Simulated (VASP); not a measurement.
Consider the following.

```
CELL_PARAMETERS angstrom
      1.37757    -2.38602     0.00000
      1.37757     2.38602     0.00000
      0.00000     0.00000     4.34116
ATOMIC_POSITIONS crystal
  Os 0.33333 0.66667 0.25000
  Os 0.66667 0.33333 0.75000
```

Level of theory: PBE GGA, VASP's PBE PAW potentials (set 64) (plane waves; VASP). Settings: 480 eV cut-off, 14×14×8 Γ-centred mesh, first-order Methfessel-Paxton smearing of 0.10 eV, potentials Os.

**Question.** The ions, cell shape and volume at an external pressure of 5.0 GPa are relaxed. What does this cell relax into?

**Answer.** 
```
CELL_PARAMETERS angstrom
      1.37205    -2.37646     0.00000
      1.37205     2.37646     0.00000
      0.00000     0.00000     4.32583
ATOMIC_POSITIONS crystal
  Os 0.33333 0.66667 0.25000
  Os 0.66667 0.33333 0.75000
```
Space group P6_3/mmc (194), at a tolerance of 0.03 Å.

**Question.** How do energy and volume change from the first to the last step?

**Answer.** The energy (σ→0) changes by +2.5 meV/atom and the volume by -1.1 %, in 7 ionic steps.

The compound is Os in the hcp structure. This run relaxes it under an external pressure of 5 GPa. Symmetry was kept, so distortions that lower it aren't found.
